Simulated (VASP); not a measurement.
An input for Quantum ESPRESSO's pw.x (written as the equivalent of a VASP run, and not itself run):

```
&CONTROL
  calculation = 'vc-relax'
  pseudo_dir = './pseudo'
  outdir = './out'
  tprnfor = .true.
  tstress = .true.
  nstep = 60
  forc_conv_thr = 0.00039
/
&SYSTEM
  ibrav = 0
  nat = 8
  ntyp = 3
  ecutwfc = 84
  occupations = 'smearing'
  smearing = 'methfessel-paxton'
  degauss = 0.00735
  input_dft = 'pbesol'
/
&ELECTRONS
  conv_thr = 7.3e-08
  electron_maxstep = 100
/
&IONS
/
&CELL
/
ATOMIC_SPECIES
  Nb 92.906 Nb.upf
  N 14.007 N.upf
  C 12.011 C.upf
CELL_PARAMETERS angstrom
     4.4500000    0.0000000    0.0000000
     0.0000000    4.4500000    0.0000000
     0.0000000    0.0000000    4.4500000
ATOMIC_POSITIONS crystal
  Nb   0.0000000  0.0000000  0.0000000
  Nb   0.5000000  0.5000000  0.0000000
  Nb   0.5000000  0.0000000  0.5000000
  Nb   0.0000000  0.5000000  0.5000000
  N    0.5000000  0.5000000  0.5000000
  C    0.0000000  0.0000000  0.5000000
  C    0.0000000  0.5000000  0.0000000
  C    0.5000000  0.0000000  0.0000000
K_POINTS automatic
  8 8 8 0 0 0
```

Q: Translate this input to VASP (INCAR, KPOINTS, POSCAR, choice of POTCAR).

A: One answer among several that fit: 
KPOINTS:
```
Automatic mesh
0
Gamma
8 8 8
0 0 0
```

File POSCAR:
```
Nb4C3N
1.0
  4.4500000000   0.0000000000   0.0000000000
  0.0000000000   4.4500000000   0.0000000000
  0.0000000000   0.0000000000   4.4500000000
Nb N C
4 1 3
Direct
  0.0000000000   0.0000000000   0.0000000000
  0.5000000000   0.5000000000   0.0000000000
  0.5000000000   0.0000000000   0.5000000000
  0.0000000000   0.5000000000   0.5000000000
  0.5000000000   0.5000000000   0.5000000000
  0.0000000000   0.0000000000   0.5000000000
  0.0000000000   0.5000000000   0.0000000000
  0.5000000000   0.0000000000   0.0000000000
```

### INCAR
```
SYSTEM = Nb4C3N
PREC = Accurate
ENCUT = 520
EDIFF = 1E-6
NELM = 100
ALGO = Normal
LREAL = .FALSE.
LASPH = .TRUE.
ISMEAR = 1
SIGMA = 0.1
GGA = PS
LMAXMIX = 4
LWAVE = .FALSE.
LCHARG = .FALSE.
IBRION = 2
ISIF = 3
NSW = 60
EDIFFG = -0.01
```

POTCAR, in this order: Nb_sv N C (PBE.64 set). Program: vasp_std.

The two are equivalent in intent, not identical: the potentials are each code's own (VASP's PAW set, PseudoDojo norm-conserving files in pw.x), so ENCUT and ecutwfc are chosen apart and not converted; conv_thr bounds pw.x's estimated SCF error, while EDIFF bounds the energy change between steps; forc_conv_thr acts on force components and is met together with etot_conv_thr.

The structure was generated: Nb4C3N was put into an ordered model structure (Pm-3m), which need not be its known phase. This run relaxes it. Symmetry was kept, so distortions that lower it aren't found.
